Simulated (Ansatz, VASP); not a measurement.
# One calculation of Mg3W, two programs

```
CELL_PARAMETERS angstrom
4.19691 0.00000 0.00000
0.00000 4.19691 0.00000
0.00000 0.00000 4.19691
ATOMIC_POSITIONS crystal
Mg 0.00000 0.50000 0.50000
Mg 0.50000 0.00000 0.50000
Mg 0.50000 0.50000 0.00000
W 0.00000 0.00000 0.00000
```

Alike in both runs: functional PBE; k mesh 12 × 12 × 12; occupations gaussian, width 0.1 eV; no spin polarisation.

Ansatz relaxed the structure, and its values are those at the end. VASP's run is a single point on that final structure, the one shown.

|  | VASP | Ansatz |
| --- | --- | --- |
| version | VASP 6.6.1 | Ansatz 0.2.0 |
| potentials or method | VASP PAW PBE potentials, release 64 (Mg, W_sv) | scalar-relativistic, plane waves, PAW |
| plane-wave cutoff (eV) | 520 | 420 |
| valence electrons in the cell | 20 | 44 |

Ansatz gave:

- gap on the k mesh at the Fermi level (eV): none
- pressure (GPa): 0.0

Q: Which values does VASP return?

A: gap on the k mesh at the Fermi level (eV): none; pressure (GPa): -0.1.

A gap of «none» marks a metal or a gap that the smearing closes. With one functional, cell and mesh, what is left measures potentials, basis and numerics. The two sets of potentials don't hold the same shells in valence.

Spin-orbit coupling is left out, which matters for the levels of W.
